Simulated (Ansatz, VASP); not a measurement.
# Mg3SiO in two plane-wave programs, part 2 of 3

Aim: how closely do two programs agree when they are given the same cell, functional and k mesh? The cell is generated by rule, not measured, and may not be a known phase. The cell is taken from a series of runs on this material, whose earlier steps may have relaxed, scaled, displaced or heated it; both programs get it as it stands.

VASP 6.6.1 and Ansatz 0.2.0.

So far: Starting point; Ansatz: zone-centre phonons, PBE.

### 3. VASP: zone-centre phonons, PBE

Level of this step: PBE; plane waves and PAW (Mg, Si, O); invented cell (VASP).

The same cell, functional, mesh and smearing now go to VASP, with its own data sets and cutoff.

Lines of VASP's logs that name or quote its potential files are left out, and so is its time.

Contents of INCAR:

```
SYSTEM = Mg3SiO
PREC = Accurate
ENCUT = 520
EDIFF = 1E-08
NELM = 100
ISMEAR = 1
SIGMA = 0.2
LREAL = .FALSE.
ALGO = Normal
GGA = PE
NBANDS = 14
LORBIT = 11
LWAVE = .FALSE.
LCHARG = .FALSE.
KPAR = 4
ISIF = 2
IBRION = 8
```

Contents of POSCAR:

```
Mg3SiO
1.0
    4.2216622333      0.0000000000      0.0000000000
    0.0000000000      4.2216622333      0.0000000000
    0.0000000000      0.0000000000      4.2216622333
Mg Si O
3 1 1
Direct
    0.0000000000      0.5000000000      0.5000000000
    0.5000000000      0.0000000000      0.5000000000
    0.5000000000      0.5000000000      0.0000000000
    0.0000000000      0.0000000000      0.0000000000
    0.5000000000      0.5000000000      0.5000000000
```

Contents of KPOINTS:

```
Automatic mesh
0
Gamma
8 8 8
0 0 0
```

Potentials, in the order of the species: Mg, Si and O (PBE family, release 64).

On the command line:

```bash
> mpirun -np 4 vasp_std
```

Numbers of over 12 decimals in the logs are rounded to 6 here.

Output:

```text
[banner, memory and clock lines left out]
running    4 mpi-ranks, on    1 nodes
 distrk:  each k-point on    1 cores,    4 groups
 distr:  one band on    1 cores,    1 groups

 POSCAR found type information on POSCAR MgSiO
 POSCAR found :  3 types and       5 ions
 LDA part: xc-table for (Slater+PW92), standard interpolation
 POSCAR, INCAR and KPOINTS ok, starting setup
 FFT: planning ... GRIDC
 FFT: planning ... GRID_SOFT
 FFT: planning ... GRID
 WAVECAR not read
 entering main loop
       N       E                     dE             d eps       ncg     rms          rms(c)
DAV:   1     0.489323468220E+02    0.48932E+02   -0.63043E+03   980   0.920E+02
DAV:   2    -0.170859523530E+02   -0.66018E+02   -0.59905E+02  1258   0.160E+02
DAV:   3    -0.222212452487E+02   -0.51353E+01   -0.51018E+01  1274   0.484E+01
DAV:   4    -0.222608191695E+02   -0.39574E-01   -0.39567E-01  1148   0.489E+00
DAV:   5    -0.222610981771E+02   -0.27901E-03   -0.27900E-03  1298   0.423E-01    0.847E+00
DAV:   6    -0.201269881093E+02    0.21341E+01   -0.93313E+00  1196   0.237E+01    0.363E+00
DAV:   7    -0.199940924325E+02    0.13290E+00   -0.40587E-01  1096   0.593E+00    0.185E+00
DAV:   8    -0.199564657572E+02    0.37627E-01   -0.14159E-01  1262   0.266E+00    0.459E-01
DAV:   9    -0.199529371675E+02    0.35286E-02   -0.23716E-02  1202   0.130E+00    0.272E-01
DAV:  10    -0.199517503645E+02    0.11868E-02   -0.97062E-03  1280   0.826E-01    0.114E-01
DAV:  11    -0.199517737819E+02   -0.23417E-04   -0.22955E-03  1250   0.408E-01    0.831E-02
DAV:  12    -0.199516408576E+02    0.13292E-03   -0.47528E-04  1168   0.179E-01    0.224E-02
DAV:  13    -0.199516426723E+02   -0.18147E-05   -0.82466E-05  1100   0.667E-02    0.137E-02
DAV:  14    -0.199516420444E+02    0.62790E-06   -0.72601E-07  1256   0.773E-03    0.109E-02
DAV:  15    -0.199516415099E+02    0.53450E-06   -0.31625E-06  1112   0.139E-02    0.884E-04
DAV:  16    -0.199516415334E+02   -0.23556E-07   -0.67968E-08  1114   0.274E-03    0.636E-04
DAV:  17    -0.199516415168E+02    0.16610E-07   -0.15172E-08   824   0.108E-03    0.230E-04
DAV:  18    -0.199516415091E+02    0.76785E-08   -0.20461E-09   580   0.339E-04
   1 F= -.19951642E+02 E0= -.19951873E+02  d E =0.694583E-03
 Linear response reoptimize wavefunctions to high precision
DAV:   1    -0.199516415113E+02   -0.21267E-08   -0.10740E-09   694   0.303E-04
DAV:   2    -0.199516415113E+02    0.25011E-11   -0.14685E-10   574   0.918E-05
 Linear response DOF=           4
 Linear response progress:
  Degree of freedom:   1/  4
       N       E                     dE             d eps       ncg     rms          rms(c)
RMM:   1    -0.301481323567E-02   -0.30148E-02    0.12876E-02  4427   0.606E-01
RMM:   2    -0.298475839759E-02    0.30055E-04   -0.17880E-04  3367   0.822E-02    0.376E-02
RMM:   3    -0.294855611952E-02    0.36202E-04   -0.77183E-05  3313   0.440E-02    0.188E-02
RMM:   4    -0.295998340926E-02   -0.11427E-04   -0.41607E-05  3380   0.326E-02    0.535E-03
RMM:   5    -0.295929629745E-02    0.68711E-06   -0.13910E-06  3428   0.748E-03    0.108E-03
RMM:   6    -0.295907631735E-02    0.21998E-06   -0.75846E-08  3550   0.179E-03    0.269E-04
RMM:   7    -0.295826350283E-02    0.81281E-06   -0.14624E-08  3469   0.646E-04    0.956E-05
RMM:   8    -0.295824827764E-02    0.15225E-07   -0.48424E-10  3619   0.121E-04    0.155E-05
RMM:   9    -0.295826782056E-02   -0.19543E-07   -0.46467E-12  3663   0.231E-05    0.904E-06
RMM:  10    -0.295827934182E-02   -0.11521E-07   -0.67649E-11  3629   0.937E-06    0.146E-06
RMM:  11    -0.295828099575E-02   -0.16539E-08   -0.35609E-10  3113   0.247E-06    0.301E-07
 first order change of Fermi-energy  -0.16483E-03
 force on displaced ion       1 direction 1 :  -9.701  -0.000  -0.000
 Linear response progress:
  Degree of freedom:   2/  4
       N       E                     dE             d eps       ncg     rms          rms(c)
RMM:   1    -0.267836793166E-02   -0.26784E-02    0.36648E-04  6992   0.389E-01
RMM:   2    -0.256088761695E-02    0.11748E-03   -0.16295E-04  5648   0.774E-02    0.322E-02
RMM:   3    -0.253561886494E-02    0.25269E-04   -0.46344E-05  5648   0.289E-02    0.161E-02
RMM:   4    -0.254723818831E-02   -0.11619E-04   -0.17741E-05  5701   0.176E-02    0.535E-03
RMM:   5    -0.254399833719E-02    0.32399E-05   -0.13153E-06  5678   0.679E-03    0.764E-04
RMM:   6    -0.254356400760E-02    0.43433E-06   -0.48909E-08  5981   0.110E-03    0.328E-04
RMM:   7    -0.254203530875E-02    0.15287E-05   -0.96724E-09  5843   0.593E-04    0.467E-05
RMM:   8    -0.254211540215E-02   -0.80093E-07   -0.13699E-10  6096   0.679E-05    0.246E-05
RMM:   9    -0.254218841549E-02   -0.73013E-07   -0.70389E-11  6210   0.267E-05    0.492E-06
RMM:  10    -0.254217983102E-02    0.85845E-08   -0.23908E-10  6042   0.700E-06    0.173E-06
 first order change of Fermi-energy   0.12078E-03
 force on displaced ion       1 direction 2 :   0.000  -2.711   0.000
 Linear response progress:
  Degree of freedom:   3/  4
       N       E                     dE             d eps       ncg     rms          rms(c)
RMM:   1    -0.214764636381E-01   -0.21476E-01    0.15607E-02  4826   0.672E-01
RMM:   2    -0.205201374720E-01    0.95633E-03   -0.75528E-04  3346   0.140E-01    0.684E-02
RMM:   3    -0.205694620000E-01   -0.49325E-04   -0.27912E-04  3199   0.652E-02    0.324E-02
RMM:   4    -0.207904360886E-01   -0.22097E-03   -0.11947E-04  3389   0.403E-02    0.116E-02
RMM:   5    -0.208129295557E-01   -0.22493E-04   -0.40761E-06  3453   0.125E-02    0.229E-03
RMM:   6    -0.208196655230E-01   -0.67360E-05   -0.25342E-07  3528   0.209E-03    0.152E-03
RMM:   7    -0.208188525417E-01    0.81298E-06   -0.18018E-08  3579   0.846E-04    0.179E-04
RMM:   8    -0.208195888558E-01   -0.73631E-06   -0.37257E-09  3708   0.184E-04    0.847E-05
RMM:   9    -0.208196700557E-01   -0.81200E-07   -0.75952E-10  3712   0.597E-05    0.210E-05
RMM:  10    -0.208196101829E-01    0.59873E-07    0.33850E-09  3778   0.147E-05    0.469E-06
RMM:  11    -0.208195852004E-01    0.24983E-07    0.28436E-09  3569   0.718E-06    0.474E-07
RMM:  12    -0.208195852480E-01   -0.47663E-10   -0.61837E-10  2414   0.306E-06    0.287E-07
 first order change of Fermi-energy  -0.44956E-04
 force on displaced ion       4 direction 1 :  -3.855  -0.000   0.000
 Linear response progress:
  Degree of freedom:   4/  4
       N       E                     dE             d eps       ncg     rms          rms(c)
RMM:   1    -0.369933128800E+00   -0.36993E+00    0.64814E-01  3735   0.439E+00
RMM:   2    -0.368686591672E+00    0.12465E-02   -0.42576E-03  3436   0.369E-01    0.124E-01
RMM:   4    -0.371800508395E+00   -0.17997E-02   -0.63132E-04  3153   0.143E-01    0.180E-02
RMM:   5    -0.371920215716E+00   -0.11971E-03   -0.21158E-05  3475   0.285E-02    0.287E-03
RMM:   6    -0.371902942045E+00    0.17274E-04   -0.61053E-07  3586   0.504E-03    0.641E-04
RMM:   7    -0.371909628100E+00   -0.66861E-05   -0.12703E-08  3666   0.930E-04    0.318E-04
RMM:   8    -0.371908924463E+00    0.70364E-06   -0.19614E-09  3626   0.340E-04    0.470E-05
RMM:   9    -0.371908504526E+00    0.41994E-06    0.18148E-10  3772   0.854E-05    0.182E-05
RMM:  10    -0.371908545044E+00   -0.40518E-07    0.98692E-10  3803   0.259E-05    0.466E-06
RMM:  11    -0.371908611704E+00   -0.66660E-07    0.35779E-10  3683   0.161E-05    0.103E-06
RMM:  12    -0.371908631202E+00   -0.19498E-07   -0.39606E-09  3052   0.119E-05    0.305E-07
RMM:  13    -0.371908624294E+00    0.69081E-08   -0.24794E-09  1910   0.112E-05    0.905E-08
 first order change of Fermi-energy  -0.25190E-03
 force on displaced ion       5 direction 1 :  -7.194   0.000  -0.000
 Linear response finished
```

OUTCAR, selected parts (step 3):

```text
ion  position               nearest neighbor table
   1  0.000  0.500  0.500-   5 2.11   5 2.11   4 2.99   2 2.99   3 2.99   4 2.99   2 2.99   4 2.99
                             4 2.99   2 2.99   3 2.99   3 2.99   3 2.99   2 2.99
   2  0.500  0.000  0.500-   5 2.11   5 2.11   4 2.99   1 2.99   3 2.99   4 2.99   1 2.99   3 2.99
                             3 2.99   3 2.99   1 2.99   4 2.99   4 2.99   1 2.99
   3  0.500  0.500  0.000-   5 2.11   5 2.11   4 2.99   1 2.99   1 2.99   2 2.99   2 2.99   2 2.99
                             4 2.99   2 2.99   1 2.99   4 2.99   1 2.99   4 2.99
   4  0.000  0.000  0.000-   1 2.99   2 2.99   3 2.99   1 2.99   2 2.99   1 2.99   3 2.99   1 2.99
                             2 2.99   3 2.99   2 2.99   3 2.99
   5  0.500  0.500  0.500-   1 2.11   2 2.11   3 2.11   3 2.11   2 2.11   1 2.11

  LATTYP: Found a simple cubic cell.
 ALAT       =     4.2216622333

 Subroutine GETGRP returns: Found 48 space group operations
 (whereof 48 operations were pure point group operations)

The static configuration has the point symmetry O_h .

 Found     35 irreducible k-points:

   k-points           NKPTS =     35   k-points in BZ     NKDIM =     35   number of bands    NBANDS=     14

   dimension x,y,z NGX =    32 NGY =   32 NGZ =   32
   dimension x,y,z NGXF=    64 NGYF=   64 NGZF=   64

   ENCUT  =  520.0 eV  38.22 Ry    6.18 a.u.   7.85  7.85  7.85*2*pi/ulx,y,z

   NELECT =      16.0000    total number of electrons

 k-points in reciprocal lattice and weights: Automatic mesh
   0.00000000  0.00000000  0.00000000       0.002
   0.12500000  0.00000000  0.00000000       0.012
   0.25000000  0.00000000  0.00000000       0.012
   0.37500000  0.00000000  0.00000000       0.012
   0.50000000  0.00000000  0.00000000       0.006
   0.12500000  0.12500000  0.00000000       0.023
   0.25000000  0.12500000  0.00000000       0.047
   0.37500000  0.12500000  0.00000000       0.047
   0.50000000  0.12500000  0.00000000       0.023
[...]
0.50000000  0.50000000  0.37500000       0.012
   0.50000000  0.50000000  0.50000000       0.002

 average (electrostatic) potential at core
       1 -36.9426       2 -36.9426       3 -36.9426       4 -83.2480       5 -71.4978

 POSITION                                       TOTAL-FORCE (eV/Angst)
 -----------------------------------------------------------------------------------
      0.00000      2.11083      2.11083         0.000000      0.000000      0.000000
      2.11083      0.00000      2.11083         0.000000      0.000000      0.000000
      2.11083      2.11083      0.00000         0.000000      0.000000      0.000000
      0.00000      0.00000      0.00000         0.000000      0.000000      0.000000
      2.11083      2.11083      2.11083         0.000000      0.000000      0.000000
 -----------------------------------------------------------------------------------
    total drift:                                0.000000      0.000000     -0.000000

 Eigenvectors and eigenvalues of the dynamical matrix
 ----------------------------------------------------

   1 f  =   12.623868 THz    79.318102 2PiTHz  421.086911 cm-1    52.208100 meV
             X         Y         Z           dx          dy          dz
      0.000000  2.110831  2.110831    -0.654821    0.013332   -0.000000
      2.110831  0.000000  2.110831     0.096966   -0.090035   -0.000000
      2.110831  2.110831  0.000000     0.096966    0.013332   -0.000000
      0.000000  0.000000  0.000000    -0.116600   -0.016032   -0.000000
      2.110831  2.110831  2.110831     0.721287    0.099174    0.000000

   2 f  =   12.623868 THz    79.318102 2PiTHz  421.086911 cm-1    52.208100 meV
             X         Y         Z           dx          dy          dz
      0.000000  2.110831  2.110831     0.000000   -0.000000    0.097879
      2.110831  0.000000  2.110831    -0.000000    0.000000    0.097879
      2.110831  2.110831  0.000000    -0.000000   -0.000000   -0.660982
      0.000000  0.000000  0.000000     0.000000    0.000000   -0.117697
      2.110831  2.110831  2.110831    -0.000000   -0.000000    0.728073

   3 f  =   12.623868 THz    79.318102 2PiTHz  421.086911 cm-1    52.208100 meV
             X         Y         Z           dx          dy          dz
      0.000000  2.110831  2.110831     0.090035    0.096966    0.000000
      2.110831  0.000000  2.110831    -0.013332   -0.654821    0.000000
      2.110831  2.110831  0.000000    -0.013332    0.096966   -0.000000
      0.000000  0.000000  0.000000     0.016032   -0.116600    0.000000
      2.110831  2.110831  2.110831    -0.099174    0.721287    0.000000

   4 f  =    8.933575 THz    56.131309 2PiTHz  297.991998 cm-1    36.946282 meV
             X         Y         Z           dx          dy          dz
      0.000000  2.110831  2.110831     0.541831    0.027679   -0.118648
      2.110831  0.000000  2.110831    -0.287718   -0.052125   -0.118648
      2.110831  2.110831  0.000000    -0.287718    0.027679    0.223439
      0.000000  0.000000  0.000000    -0.356412    0.034287   -0.146977
      2.110831  2.110831  2.110831     0.511645   -0.049221    0.210991

   5 f  =    8.933575 THz    56.131309 2PiTHz  297.991998 cm-1    36.946282 meV
             X         Y         Z           dx          dy          dz
      0.000000  2.110831  2.110831    -0.220461   -0.021476   -0.288893
      2.110831  0.000000  2.110831     0.117067    0.040443   -0.288893
      2.110831  2.110831  0.000000     0.117067   -0.021476    0.544044
      0.000000  0.000000  0.000000     0.145018   -0.026603   -0.357868
      2.110831  2.110831  2.110831    -0.208179    0.038190    0.513734

   6 f  =    8.933575 THz    56.131309 2PiTHz  297.991998 cm-1    36.946282 meV
             X         Y         Z           dx          dy          dz
      0.000000  2.110831  2.110831    -0.063552    0.310480   -0.009405
      2.110831  0.000000  2.110831     0.033747   -0.584697   -0.009405
      2.110831  2.110831  0.000000     0.033747    0.310480    0.017712
      0.000000  0.000000  0.000000     0.041804    0.384609   -0.011651
      2.110831  2.110831  2.110831    -0.060012   -0.552122    0.016725

   7 f  =    5.701310 THz    35.822385 2PiTHz  190.175217 cm-1    23.578711 meV
             X         Y         Z           dx          dy          dz
      0.000000  2.110831  2.110831     0.001204   -0.037970   -0.428966
      2.110831  0.000000  2.110831     0.005451   -0.008388   -0.428966
      2.110831  2.110831  0.000000     0.005451   -0.037970   -0.094758
      0.000000  0.000000  0.000000    -0.009774    0.068075    0.769065
      2.110831  2.110831  2.110831    -0.001952    0.013599    0.153633

   8 f  =    5.701310 THz    35.822385 2PiTHz  190.175217 cm-1    23.578711 meV
             X         Y         Z           dx          dy          dz
      0.000000  2.110831  2.110831    -0.035706    0.397454   -0.037235
      2.110831  0.000000  2.110831    -0.161638    0.087798   -0.037235
      2.110831  2.110831  0.000000    -0.161638    0.397454   -0.008225
      0.000000  0.000000  0.000000     0.289790   -0.712570    0.066757
      2.110831  2.110831  2.110831     0.057890   -0.142347    0.013336

   9 f  =    5.701310 THz    35.822385 2PiTHz  190.175217 cm-1    23.578711 meV
             X         Y         Z           dx          dy          dz
      0.000000  2.110831  2.110831     0.088174    0.161467   -0.009220
      2.110831  0.000000  2.110831     0.399157    0.035668   -0.009220
      2.110831  2.110831  0.000000     0.399157    0.161467   -0.002037
      0.000000  0.000000  0.000000    -0.715623   -0.289484    0.016530
      2.110831  2.110831  2.110831    -0.142957   -0.057829    0.003302

  10 f  =    4.880949 THz    30.667908 2PiTHz  162.810939 cm-1    20.185975 meV
             X         Y         Z           dx          dy          dz
      0.000000  2.110831  2.110831     0.000000    0.078896   -0.674700
      2.110831  0.000000  2.110831     0.196356   -0.000000    0.674700
      2.110831  2.110831  0.000000    -0.196356   -0.078896    0.000000
      0.000000  0.000000  0.000000    -0.000000   -0.000000   -0.000000
      2.110831  2.110831  2.110831    -0.000000   -0.000000   -0.000000

  11 f  =    4.880949 THz    30.667908 2PiTHz  162.810939 cm-1    20.185975 meV
             X         Y         Z           dx          dy          dz
      0.000000  2.110831  2.110831    -0.000000    0.688300    0.113987
      2.110831  0.000000  2.110831     0.115110    0.000000   -0.113987
      2.110831  2.110831  0.000000    -0.115110   -0.688300   -0.000000
      0.000000  0.000000  0.000000     0.000000    0.000000    0.000000
      2.110831  2.110831  2.110831     0.000000    0.000000    0.000000

  12 f  =    4.880949 THz    30.667908 2PiTHz  162.810939 cm-1    20.185975 meV
             X         Y         Z           dx          dy          dz
      0.000000  2.110831  2.110831    -0.000000   -0.141488    0.178290
      2.110831  0.000000  2.110831     0.669473    0.000000   -0.178290
      2.110831  2.110831  0.000000    -0.669473    0.141488   -0.000000
      0.000000  0.000000  0.000000     0.000000    0.000000    0.000000
      2.110831  2.110831  2.110831     0.000000    0.000000    0.000000

  13 f/i=    0.009820 THz     0.061703 2PiTHz    0.327569 cm-1     0.040613 meV
             X         Y         Z           dx          dy          dz
      0.000000  2.110831  2.110831    -0.055698    0.003128    0.451893
      2.110831  0.000000  2.110831    -0.055629    0.003132    0.451893
      2.110831  2.110831  0.000000    -0.055629    0.003128    0.452457
      0.000000  0.000000  0.000000    -0.059873    0.003367    0.486367
      2.110831  2.110831  2.110831    -0.045288    0.002547    0.367886

  14 f/i=    0.009820 THz     0.061703 2PiTHz    0.327569 cm-1     0.040613 meV
             X         Y         Z           dx          dy          dz
      0.000000  2.110831  2.110831     0.109433    0.441880    0.010396
      2.110831  0.000000  2.110831     0.109297    0.442432    0.010396
      2.110831  2.110831  0.000000     0.109297    0.441880    0.010409
      0.000000  0.000000  0.000000     0.117635    0.475590    0.011189
      2.110831  2.110831  2.110831     0.088979    0.359735    0.008463

  15 f/i=    0.009820 THz     0.061703 2PiTHz    0.327569 cm-1     0.040613 meV
             X         Y         Z           dx          dy          dz
      0.000000  2.110831  2.110831     0.439035   -0.109746    0.054738
      2.110831  0.000000  2.110831     0.438488   -0.109883    0.054738
      2.110831  2.110831  0.000000     0.438488   -0.109746    0.054807
      0.000000  0.000000  0.000000     0.471939   -0.118118    0.058914
      2.110831  2.110831  2.110831     0.356973   -0.089344    0.044563

 ELASTIC MODULI CONTR FROM IONIC RELAXATION (kBar)
 Direction    XX          YY          ZZ          XY          YZ          ZX
 --------------------------------------------------------------------------------
 XX           0.0000      0.0000      0.0000      0.0000      0.0000      0.0000
 YY           0.0000      0.0000      0.0000      0.0000      0.0000      0.0000
 ZZ           0.0000      0.0000      0.0000      0.0000      0.0000      0.0000
 XY           0.0000      0.0000      0.0000      0.0000      0.0000      0.0000
 YZ           0.0000      0.0000      0.0000      0.0000      0.0000      0.0000
 ZX           0.0000      0.0000      0.0000      0.0000      0.0000      0.0000
 --------------------------------------------------------------------------------
```

Energies printed during the response cycles are not total energies of the cell.

### 4. Differences

Known differences besides the potentials themselves: the data sets hold 40 valence electrons in Ansatz (NC files) and 16 in VASP; the cutoff is 1240 eV in Ansatz and 520 eV in VASP; VASP leaves aspherical gradient terms in its spheres out (LASPH is not set), Ansatz keeps them. Total energies have different zeros and are not compared.

Compared:

```
                    quantity  Ansatz   VASP  difference
  optical mode 1 to 3 (cm⁻¹)   162.0  162.8     -0.49 %
  optical mode 4 to 6 (cm⁻¹)   189.8  190.2     -0.22 %
  optical mode 7 to 9 (cm⁻¹)   297.5  298.0     -0.17 %
optical mode 10 to 12 (cm⁻¹)   421.8  421.1     +0.16 %
```

Modes are paired by rising frequency and degeneracy, not by their patterns, so a pair may still set unlike modes beside each other.

[end of part 2 of 3]

[Lines on the potential files, build, host, timing and source positions are cut from VASP's logs without a mark.]

[Logs are printed without paths, hosts, clocks, repeated set-up lines and the standing remarks that a program may print on its own settings, such as how far it seeks lower states.]

[Hosts, paths, dates, database ids (printed as entryN), source tags and the programs' standing remarks are cut or masked in the printed files.]
